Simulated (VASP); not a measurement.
An input for Quantum ESPRESSO's pw.x (written as the equivalent of a VASP run, and not itself run):

```
&CONTROL
  calculation = 'scf'
  pseudo_dir = './pseudo'
  outdir = './out'
  tprnfor = .true.
  tstress = .true.
/
&SYSTEM
  ibrav = 0
  nat = 1
  ntyp = 1
  ecutwfc = 68
  occupations = 'tetrahedra'
  input_dft = 'pbe'
  vdw_corr = 'grimme-d3'
  dftd3_version = 4
  dftd3_threebody = .false.
/
&ELECTRONS
  conv_thr = 7.3e-09
  electron_maxstep = 100
/
ATOMIC_SPECIES
  Ca 40.078 Ca.upf
CELL_PARAMETERS angstrom
    -0.0000000    2.7178743    2.7178743
     2.7178743    0.0000000    2.7178743
     2.7178743    2.7178743    0.0000000
ATOMIC_POSITIONS crystal
  Ca   0.0000000  1.0000000  0.0000000
K_POINTS automatic
  13 13 13 0 0 0
```

**Question.** Write the VASP files for the same calculation (PBE-D3(BJ)).

**Answer.** One answer among several that fit: 
### KPOINTS
```
Automatic mesh
0
Gamma
13 13 13
0 0 0
```

POSCAR:
```
Ca
2.7178740
  0.0000000000   1.0000001265   1.0000001265
  1.0000001265   0.0000000000   1.0000001265
  1.0000001265   1.0000001265   0.0000000000
Ca
1
Cartesian
  1.0000001265   0.0000000000   1.0000001265
```

INCAR:
```
ALGO = Normal
EDIFF = 1E-7
ENCUT = 520
GGA = PE
ISIF = 2
ISMEAR = -5
IVDW = 12
LASPH = T
LCHARG = T
LORBIT = 11
LREAL = F
LWAVE = F
NEDOS = 601
NELM = 100
PREC = Accurate
SYSTEM = Ca
```

POTCAR, in this order: Ca_sv (PBE.64 set). Program: vasp_std.

What does not carry over: the potentials are each code's own (VASP's PAW set, PseudoDojo norm-conserving files in pw.x), so ENCUT and ecutwfc are chosen apart and not converted; conv_thr bounds pw.x's estimated SCF error, while EDIFF bounds the energy change between steps.

The compound is Ca in the fcc structure. It was relaxed first, which changed the volume by -8 %.
